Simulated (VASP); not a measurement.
Take BaTe (rock salt), against free atoms with fixed spin and no zero-point term, in VASP with PAW potentials, and its cohesive energy.

Task: One run gives 4.22 eV/atom. Which level is it?
(A) PBEsol
(B) LDA
(C) PBE

Result: A, PBEsol.  The others give 3.93 (PBE), 4.56 (LDA).

Only levels that ran to the end are used. Left out are those held back, those with too coarse a band path, GW runs whose mesh misses a band edge, hybrids' fits of cells that aren't cubic and levels without matching references; a question may draw on a part of the rest.
